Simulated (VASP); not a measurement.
All values below come from modified Becke-Johnson potential (mBJ), VASP's PBE PAW potentials (set 64) (plane waves; VASP).

The input files of a VASP run:

**POSCAR**
```
Ga2In2N4
1
    3.4598920481    -5.9064300316     0.0000000000
    1.6925858216     2.9316445884     0.0000000000
    0.0000000000     0.0000000000     5.4775637178
In N Ga
2 4 2
Direct
  0.3431842276   0.3431832276   0.4986055573
  0.1568157724   0.6568167724   0.9986055573
  0.3566549178   0.3566539178   0.8936794820
  0.1433450822   0.6433460822   0.3936794820
  0.8105260724   0.3105250724   0.8639146562
  0.6894739276   0.6894749276   0.3639146562
  0.8300557067   0.3300547067   0.4978003044
  0.6699442933   0.6699452933   0.9978003044
```

**INCAR**
```
METAGGA=MBJ
SYSTEM=Ga2In2N4
LWAVE=.False.
NELM=200
ISIF=0
ENCUT=500   # plane-wave cut-off (eV)
LMIXTAU=.True.
LASPH=.True.
EDIFF=1E-6   # SCF stop (eV)
ISMEAR=0   # Gaussian
ALGO=Normal
SIGMA=0.05
PREC=Accurate
LMAXMIX=4   # l cut-off of mixed one-centre charges
LCHARG=.False.
LREAL=.False.   # projection in real space or not
```

### KPOINTS
```
Automatic mesh
0
Gamma
4 6 4
0 0 0
```

### KPOINTS_OPT
```
k-points along high-symmetry lines
5
Line-mode
Reciprocal
  0.000000   0.000000   0.000000 ! GAMMA
 -0.500000   0.500000   0.000000 ! X

 -0.500000   0.500000   0.000000 ! X
 -1.000000   0.500000   0.000000 ! S

 -1.000000   0.500000   0.000000 ! S
 -0.500000   0.000000   0.000000 ! Y

 -0.500000   0.000000   0.000000 ! Y
  0.000000   0.000000   0.000000 ! GAMMA

  0.000000   0.000000   0.000000 ! GAMMA
  0.000000   0.000000   0.500000 ! Z

  0.000000   0.000000   0.500000 ! Z
 -0.500000   0.500000   0.500000 ! U

 -0.500000   0.500000   0.500000 ! U
 -1.000000   0.500000   0.500000 ! R

 -1.000000   0.500000   0.500000 ! R
 -0.500000   0.000000   0.500000 ! T

 -0.500000   0.000000   0.500000 ! T
  0.000000   0.000000   0.500000 ! Z

 -0.500000   0.500000   0.000000 ! X
 -0.500000   0.500000   0.500000 ! U

 -0.500000   0.000000   0.000000 ! Y
 -0.500000   0.000000   0.500000 ! T

 -1.000000   0.500000   0.000000 ! S
 -1.000000   0.500000   0.500000 ! R
```

POTCAR, in this order: In_d N Ga_d (PBE.64 set). Program: vasp_std. Read from the step before: WAVECAR.

Output of the run:

### OUTCAR
```
 ion  position               nearest neighbor table
   1  0.343  0.343  0.499-   4 2.15   4 2.15   3 2.17   6 2.19   7 3.35   7 3.35   8 3.36   8 3.36
                             2 3.41   2 3.41   2 3.41   2 3.41
   2  0.157  0.657  0.999-   3 2.15   3 2.15   4 2.17   5 2.19   8 3.35   8 3.35   7 3.36   7 3.36
                             1 3.41   1 3.41   1 3.41   1 3.41
   3  0.357  0.357  0.894-   8 1.95   2 2.15   2 2.15   1 2.17
   4  0.143  0.643  0.394-   7 1.95   1 2.15   1 2.15   2 2.17
   5  0.811  0.311  0.864-   7 2.01   8 2.03   8 2.03   2 2.19
   6  0.689  0.689  0.364-   8 2.01   7 2.03   7 2.03   1 2.19
   7  0.830  0.330  0.498-   4 1.95   5 2.01   6 2.03   6 2.03   1 3.35   1 3.35   2 3.36   2 3.36
  LATTYP: Found a simple orthorhombic cell.
 ALAT       =     3.3851715992
 B/A-ratio  =     1.6181051853
 C/A-ratio  =     1.7575385102
 Subroutine PRICEL returns:
 Original cell was already a primitive cell.
 Subroutine GETGRP returns: Found  4 space group operations
The static configuration has the point symmetry C_1h.
 The point group associated with its full space group is C_2v.
The dynamic configuration has the point symmetry C_1h.
 Subroutine INISYM returns: Found  4 space group operations
 Subroutine IBZKPT returns following result:
 Found     42 irreducible k-points:

 Following reciprocal coordinates:
            Coordinates               Weight
  0.000000  0.000000  0.000000      1.000000
  0.250000  0.000000  0.000000      2.000000
  0.500000  0.000000  0.000000      1.000000
  0.000000  0.166667  0.000000      2.000000
  0.250000  0.166667  0.000000      2.000000
  0.500000  0.166667  0.000000      2.000000
 -0.250000  0.166667  0.000000      2.000000
  0.000000  0.333333  0.000000      2.000000
  0.250000  0.333333  0.000000      2.000000
  0.500000  0.333333  0.000000      2.000000
 -0.250000  0.333333  0.000000      2.000000
  0.000000  0.500000  0.000000      1.000000
  0.250000  0.500000  0.000000      2.000000
  0.500000  0.500000  0.000000      1.000000
  0.000000  0.000000  0.250000      2.000000
  0.250000  0.000000  0.250000      4.000000
  0.500000  0.000000  0.250000      2.000000
  0.000000  0.166667  0.250000      4.000000
  0.250000  0.166667  0.250000      4.000000
  0.500000  0.166667  0.250000      4.000000
 -0.250000  0.166667  0.250000      4.000000
  0.000000  0.333333  0.250000      4.000000
  0.250000  0.333333  0.250000      4.000000
  0.500000  0.333333  0.250000      4.000000
 -0.250000  0.333333  0.250000      4.000000
  0.000000  0.500000  0.250000      2.000000
  0.250000  0.500000  0.250000      4.000000
  0.500000  0.500000  0.250000      2.000000
  0.000000  0.000000  0.500000      1.000000
  0.250000  0.000000  0.500000      2.000000
  0.500000  0.000000  0.500000      1.000000
  0.000000  0.166667  0.500000      2.000000
  0.250000  0.166667  0.500000      2.000000
  0.500000  0.166667  0.500000      2.000000
 -0.250000  0.166667  0.500000      2.000000
  0.000000  0.333333  0.500000      2.000000
  0.250000  0.333333  0.500000      2.000000
  0.500000  0.333333  0.500000      2.000000
 -0.250000  0.333333  0.500000      2.000000
  0.000000  0.500000  0.500000      1.000000
   k-points           NKPTS =     42   k-points in BZ     NKDIM =     42   number of bands    NBANDS=     43
   number of dos      NEDOS =    301   number of ions     NIONS =      8
   total plane-waves  NPLWV =  56000
   dimension x,y,z NGX =    50 NGY =   28 NGZ =   40
   dimension x,y,z NGXF=   100 NGYF=   56 NGZF=   80
   ions per type =               2   4   2
   PREC   = accura    normal or accurate (medium, high low for compatibility)
   ISTART =      1    job   : 0-new  1-cont  2-samecut
   ICHARG =      0    charge: 1-file 2-atom 10-const
...
```

OSZICAR:
```
       N       E                     dE             d eps       ncg     rms          rms(c)
DAV:   1     0.776135154145E+03    0.77614E+03   -0.77456E+00  5795   0.345E+01    0.272E+00
DAV:   2     0.774588603415E+03   -0.15466E+01   -0.99369E+00  4459   0.373E+01    0.548E+00
DAV:   3     0.773670507814E+03   -0.91810E+00   -0.19097E+00  4675   0.927E+00    0.679E+00
DAV:   4     0.773462847625E+03   -0.20766E+00   -0.54956E-02  4951   0.244E+00    0.697E+00
DAV:   5     0.775235685893E+03    0.17728E+01   -0.30955E-01  4086   0.340E+00    0.592E+00
DAV:   6     0.778287022003E+03    0.30513E+01   -0.28877E-01  3719   0.516E+00    0.421E+00
DAV:   7     0.780721746115E+03    0.24347E+01   -0.30393E-01  4293   0.462E+00    0.315E+00
DAV:   8     0.780730273365E+03    0.85272E-02   -0.12897E-01  4460   0.273E+00    0.259E+00
DAV:   9     0.781523627814E+03    0.79335E+00   -0.52447E-02  6448   0.202E+00    0.190E+00
DAV:  10     0.781580725782E+03    0.57098E-01   -0.17307E-02  4863   0.132E+00    0.182E+00
DAV:  11     0.781521560824E+03   -0.59165E-01   -0.20096E-03  6213   0.120E+00    0.163E+00
DAV:  12     0.781534165622E+03    0.12605E-01   -0.24900E-02  4666   0.790E+00    0.719E-01
DAV:  13     0.781547301935E+03    0.13136E-01   -0.12705E-02  4128   0.234E+00    0.545E-01
DAV:  14     0.781780048988E+03    0.23275E+00   -0.30997E-03  5004   0.540E-01    0.289E-01
DAV:  15     0.781827747937E+03    0.47699E-01   -0.41014E-04  5506   0.274E-01    0.276E-01
DAV:  16     0.781847765668E+03    0.20018E-01   -0.25139E-04  3955   0.231E-01    0.274E-01
DAV:  17     0.781983962974E+03    0.13620E+00   -0.16827E-03  5174   0.262E-01    0.109E-01
DAV:  18     0.782021298622E+03    0.37336E-01   -0.46511E-04  4106   0.159E-01    0.537E-02
DAV:  19     0.782013238792E+03   -0.80598E-02   -0.46730E-05  4559   0.143E-01    0.566E-02
DAV:  20     0.782011888240E+03   -0.13506E-02   -0.20892E-05  4767   0.985E-02    0.466E-02
DAV:  21     0.782002173869E+03   -0.97144E-02   -0.12189E-05  4696   0.354E-02    0.329E-02
DAV:  22     0.782007377940E+03    0.52041E-02   -0.66601E-06  3650   0.188E-02    0.249E-02
DAV:  23     0.782013366113E+03    0.59882E-02   -0.33619E-06  3211   0.335E-02    0.120E-02
DAV:  24     0.782014645998E+03    0.12799E-02   -0.12765E-06  2458   0.125E-02    0.451E-03
DAV:  25     0.782014144122E+03   -0.50188E-03   -0.52010E-07  2031   0.213E-02    0.180E-03
DAV:  26     0.782014276381E+03    0.13226E-03   -0.32983E-07  1974   0.435E-03    0.143E-03
DAV:  27     0.782014264160E+03   -0.12221E-04   -0.93597E-08  1932   0.285E-03    0.141E-03
DAV:  28     0.782014150663E+03   -0.11350E-03   -0.47873E-08  1899   0.163E-03    0.167E-03
DAV:  29     0.782014121406E+03   -0.29258E-04   -0.22402E-08  1896   0.141E-03    0.226E-03
DAV:  30     0.782014504529E+03    0.38312E-03   -0.34755E-08  1872   0.814E-03    0.899E-04
DAV:  31     0.782013993542E+03   -0.51099E-03   -0.51155E-08  1866   0.103E-02    0.139E-03
DAV:  32     0.782014439643E+03    0.44610E-03   -0.68844E-08  1848   0.219E-03    0.196E-03
DAV:  33     0.782014413866E+03   -0.25776E-04   -0.22520E-08  1860   0.155E-03    0.194E-03
DAV:  34     0.782014408810E+03   -0.50562E-05   -0.64779E-09  1848   0.695E-04    0.199E-03
DAV:  35     0.782014312363E+03   -0.96447E-04   -0.90731E-09  1836   0.334E-03    0.204E-03
DAV:  36     0.782014675165E+03    0.36280E-03   -0.13448E-08  1833   0.189E-03    0.277E-03
DAV:  37     0.782014671600E+03   -0.35647E-05   -0.14298E-08  1827   0.876E-04    0.291E-03
DAV:  38     0.782014718898E+03    0.47298E-04   -0.47555E-09  1824   0.637E-04    0.298E-03
DAV:  39     0.782014739232E+03    0.20334E-04   -0.18540E-09  1824   0.104E-03    0.293E-03
DAV:  40     0.782014795572E+03    0.56340E-04   -0.17909E-09  1824   0.256E-03    0.281E-03
DAV:  41     0.782014695446E+03   -0.10013E-03   -0.66588E-09  1824   0.567E-03    0.242E-03
DAV:  42     0.782014639986E+03   -0.55460E-04   -0.73115E-09  1824   0.359E-03    0.214E-03
DAV:  43     0.782014622626E+03   -0.17360E-04   -0.72702E-09  1824   0.116E-03    0.200E-03
DAV:  44     0.782014621657E+03   -0.96863E-06   -0.48856E-09  1824   0.602E-04
   1 F= 0.78201462E+03 E0= 0.78201462E+03  d E =-.293710E-13
       N       E                     dE             ncg
       N       E                     dE             ncg
```

OUTCAR:
```
------------------------ aborting loop because EDIFF is reached ----------------------------------------
  volume of cell :      110.32
      direct lattice vectors                 reciprocal lattice vectors
     3.459892048 -5.906430032  0.000000000     0.145561020 -0.084039696  0.000000000
     1.692585822  2.931644588  0.000000000     0.293264056  0.171789384  0.000000000
     0.000000000  0.000000000  5.477563718     0.000000000  0.000000000  0.182562915
 POSITION                                       TOTAL-FORCE (eV/Angst)
 -----------------------------------------------------------------------------------
      1.76825     -1.02090      2.73114        -0.562745      0.324901      0.273732
      1.65428      0.99933      5.46993         0.562745     -0.324901      0.273732
      1.83765     -1.06097      4.89519         0.205346     -0.118557      0.023163
      1.58488      1.03940      2.15640        -0.205346      0.118557      0.023163
      3.32992     -3.87697      4.73215        -0.287798      0.166160     -0.235916
      3.55250     -2.05103      1.99337         0.287798     -0.166160     -0.235916
      3.43055     -3.93506      2.72673         1.187458     -0.685579     -0.060978
      3.45187     -1.99294      5.46551        -1.187458      0.685579     -0.060978
 -----------------------------------------------------------------------------------
    total drift:                                0.000103      0.006615      1.205942
  FREE ENERGIE OF THE ION-ELECTRON SYSTEM (eV)
  ---------------------------------------------------
  free  energy   TOTEN  =       782.0146216572 eV

  energy  without entropy=      782.0146216572  energy(sigma->0) =      782.01462166

     CMBJ =    1.0000

     CMBJA=   -0.0120

     CMBJB=    1.0230

     CMBJE=    0.5000

    CMBJ =    1.3219
```
(Selected blocks of OUTCAR.)

### OUTCAR
```
 val. band max:        6.2548416765   @ k =   0.0000   0.0000   0.0000

 cond. band min:       7.6666878897   @ k =   0.0000   0.0000   0.0000


 Fermi energy:         6.4947704334

 k-point     1 :       0.0000    0.0000    0.0000
  band No.  band energies     occupation
      1      -9.2891      2.00000
      2      -9.1889      2.00000
      3      -8.9580      2.00000
      4      -8.8664      2.00000
      5      -7.3948      2.00000
      6      -7.3314      2.00000
      7      -7.3267      2.00000
      8      -7.2580      2.00000
      9      -7.2560      2.00000
     10      -7.1874      2.00000
     11      -7.1609      2.00000
     12      -7.0679      2.00000
     13      -7.0671      2.00000
     14      -7.0520      2.00000
     15      -7.0448      2.00000
     16      -7.0343      2.00000
     17      -6.9534      2.00000
     18      -6.9294      2.00000
     19      -6.8938      2.00000
     20      -6.8914      2.00000
     21      -6.8567      2.00000
     22      -5.8610      2.00000
     23      -5.7592      2.00000
     24      -5.3717      2.00000
     25       0.4243      2.00000
     26       0.9741      2.00000
     27       1.7338      2.00000
     28       2.8842      2.00000
     29       3.8012      2.00000
     30       4.4293      2.00000
     31       5.1892      2.00000
     32       5.2811      2.00000
     33       5.4829      2.00000
     34       6.0447      2.00000
     35       6.0512      2.00000
     36       6.2548      2.00000
     37       7.6667      0.00000
     38      10.3231      0.00000
     39      11.6882      0.00000
     40      12.3929      0.00000
     41      12.9629      0.00000
     42      14.2115      0.00000
     43      15.2494      0.00000

 k-point     2 :       0.2500    0.0000    0.0000
  band No.  band energies     occupation
      1      -9.2834      2.00000
      2      -9.1390      2.00000
      3      -8.9815      2.00000
      4      -8.8429      2.00000
      5      -7.3915      2.00000
...
```

mBJ is a potential without an energy functional, so only the levels count. Unless said otherwise, spin-orbit coupling is left out, though it shifts the bands of the heavy elements here.

The structure was generated: Ga2In2N4 was put into an ordered model structure (Pmn2_1), which need not be its known phase. It was relaxed first. The cell's shape comes from a PBE relaxation.
